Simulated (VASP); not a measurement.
All values below come from PBE GGA, VASP's PBE PAW potentials (set 64) (plane waves; VASP).

Input for VASP

**INCAR**
```
EDIFF = 1E-6   # SCF stop (eV)
LWAVE = .FALSE.
EDIFFG = -0.02
GGA = PE   # PBE
LMAXMIX = 6   # l cut-off of mixed one-centre charges
LASPH = .TRUE.   # aspherical one-centre terms
PREC = Accurate
LREAL = .FALSE.   # projection in real space or not
LCHARG = .FALSE.
ENCUT = 620
NSW = 40   # most ionic steps
ALGO = Normal
NELM = 100   # most electronic steps
SIGMA = 0.1
ISMEAR = 1   # Methfessel-Paxton
PSTRESS = 300
SYSTEM = HfC
IBRION = 2   # conjugate gradients
ISIF = 3
```

POSCAR:
```
HfC
1.0
  0.0000000000   2.2455835236   2.2455835236
  2.2455835236   0.0000000000   2.2455835236
  2.2455835236   2.2455835236   0.0000000000
Hf C
1 1
Cart
  0.0000000000   0.0000000000   0.0000000000
  2.2455835236   2.2455835236   2.2455835236
```

**KPOINTS**
```
Automatic mesh
0
Gamma
14 14 14
0 0 0
```

POTCAR, in this order: Hf_pv C (PBE.64 set). Program: vasp_std.

The resulting files:

OUTCAR:
```
 ion  position               nearest neighbor table
   1  0.000  0.000  0.000-   2 2.25   2 2.25   2 2.25   2 2.25   2 2.25   2 2.25
   2  0.500  0.500  0.500-   1 2.25   1 2.25   1 2.25   1 2.25   1 2.25   1 2.25
  LATTYP: Found a face centered cubic cell.
 ALAT       =     4.4911670472
 Subroutine PRICEL returns:
 Original cell was already a primitive cell.
 Subroutine GETGRP returns: Found 48 space group operations
The static configuration has the point symmetry O_h .
The dynamic configuration has the point symmetry O_h .
 Subroutine INISYM returns: Found 48 space group operations
 Subroutine IBZKPT returns following result:
 Found    104 irreducible k-points:

 Following reciprocal coordinates:
            Coordinates               Weight
  0.000000  0.000000  0.000000      1.000000
  0.071429  0.000000  0.000000      8.000000
  0.142857  0.000000  0.000000      8.000000
  0.214286  0.000000  0.000000      8.000000
  0.285714  0.000000  0.000000      8.000000
  0.357143  0.000000  0.000000      8.000000
  0.428571  0.000000  0.000000      8.000000
  0.500000  0.000000  0.000000      4.000000
  0.071429  0.071429  0.000000      6.000000
...
```

### OSZICAR
```
       N       E                     dE             d eps       ncg     rms          rms(c)
DAV:   1     0.297546217054E+02    0.29755E+02   -0.87110E+03  2288   0.142E+03
DAV:   2    -0.221220620704E+02   -0.51877E+02   -0.49944E+02  3042   0.242E+02
DAV:   3    -0.238999299957E+02   -0.17779E+01   -0.17627E+01  2889   0.335E+01
DAV:   4    -0.239144843640E+02   -0.14554E-01   -0.14519E-01  2712   0.328E+00
DAV:   5    -0.239146439178E+02   -0.15955E-03   -0.15952E-03  2966   0.285E-01    0.690E+01
DAV:   6    -0.208821291581E+02    0.30325E+01   -0.18361E+01  2503   0.233E+01    0.476E+01
DAV:   7    -0.208444656420E+02    0.37664E-01   -0.47214E-01  2615   0.575E+00    0.249E+01
DAV:   8    -0.208391209081E+02    0.53447E-02   -0.23612E-02  2557   0.168E+00    0.425E+00
DAV:   9    -0.208363207506E+02    0.28002E-02   -0.14600E-02  2602   0.716E-01    0.172E+00
DAV:  10    -0.208361426471E+02    0.17810E-03   -0.73179E-04  2648   0.235E-01    0.203E-01
DAV:  11    -0.208361411582E+02    0.14889E-05   -0.88683E-05  2634   0.764E-02    0.745E-02
DAV:  12    -0.208361386708E+02    0.24874E-05   -0.39835E-06  2602   0.191E-02    0.442E-02
DAV:  13    -0.208361381917E+02    0.47914E-06   -0.31548E-07  1282   0.579E-03
   1 F= -.16595528E+02 E0= -.16595466E+02  d E =-.165955E+02
```

**OUTCAR**
```
------------------------ aborting loop because EDIFF is reached ----------------------------------------
  FORCE on cell =-STRESS in cart. coord.  units (eV):
  Direction    XX          YY          ZZ          XY          YZ          ZX
  --------------------------------------------------------------------------------------
  Total        4.2388689      4.2388689      4.2388689      0.0000000      0.0000000      0.0000000
  in kB      299.8768466    299.8768466    299.8768466      0.0000000      0.0000000      0.0000000
  external PRESSURE =      -0.1231534 kB  Pullay stress =     300.0000000 kB
  volume of cell :       22.65
      direct lattice vectors                 reciprocal lattice vectors
     0.000000000  2.245583524  2.245583524    -0.222659275  0.222659275  0.222659275
     2.245583524  0.000000000  2.245583524     0.222659275 -0.222659275  0.222659275
     2.245583524  2.245583524  0.000000000     0.222659275  0.222659275 -0.222659275
 POSITION                                       TOTAL-FORCE (eV/Angst)
 -----------------------------------------------------------------------------------
      0.00000      0.00000      0.00000        -0.000000      0.000000      0.000000
      2.24558      2.24558      2.24558         0.000000     -0.000000     -0.000000
 -----------------------------------------------------------------------------------
    total drift:                                0.000000      0.000000      0.000000
  FREE ENERGIE OF THE ION-ELECTRON SYSTEM (eV)
  ---------------------------------------------------
  free  energy   TOTEN  =       -20.8361381917 eV

  energy  without entropy=      -20.8359498372  energy(sigma->0) =      -20.83607541
  enthalpy is  TOTEN    =       -16.5955284438 eV   P V=        4.2406097479

 reached required accuracy - stopping structural energy minimisation
```
(Selected blocks of OUTCAR.)

The compound is HfC in the rock salt structure. It was relaxed first under an external pressure of 30 GPa.
